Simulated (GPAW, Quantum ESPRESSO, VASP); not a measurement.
# One structure in several programs: TiAl (P1, 2 atoms in the cell)

Self-consistent single point, at a second geometry (lattice scaled by 0.98). First geometry:

```
CELL_PARAMETERS angstrom
      2.83000     0.00000     0.00000
      0.00000     2.83000     0.00000
      0.00000     0.00000     4.07000
ATOMIC_POSITIONS crystal
  Ti 0.00372 0.98463 0.01185
  Al 0.49628 0.51537 0.48815
```

Shared settings, as Quantum ESPRESSO writes them: occupations = smearing; smearing = fermi-dirac; degauss = 0.0099958 Ry; K_POINTS = automatic 8 8 6 0 0 0. Potentials and cutoffs stand in the table.

| code | model | ΔF from the first geometry (meV/atom) | pressure (GPa) | largest force (eV/Å) | cutoff |
|---|---|---|---|---|---|
| Quantum ESPRESSO | PBE, SSSP 1.1.2 efficiency (PBE) pseudopotentials | 24.1 | 8.07 | 0.839 | 50 Ry |
| VASP | PBE, VASP's PBE PAW potentials (set 64) | 25.9 | 7.90 | 0.839 | 300 eV |
| GPAW | PBE, GPAW PAW datasets PBE (gpaw-data 1.0.1) | 26.6 | 8.32 | 0.844 | 800 eV |

For VASP (by 0.4 GPa) the energy change implies a higher mean pressure, against the two pressures, than for the other programs: a sign of finite-basis (Pulay) stress.

On Quantum ESPRESSO's run: spin polarisation is off.

The spread over the programs that give each value: ΔF from the first geometry within 2.5 meV/atom; pressure within 0.42 GPa; largest force within 0.005 eV/Å.

VASP's run is marked for a possible Pulay error in its stress at this cutoff; no cutoff test was made.

The starting cell has typed, rounded lattice constants, without a prior relaxation at this level. Its atoms were displaced at random from the sites of space group no. 123. For this run, on top of that: lattice scaled by 0.98.

Left out of this page: Ansatz, ABINIT, CP2K, Elk, FLEUR and SIESTA (not drawn, or without a comparable value).
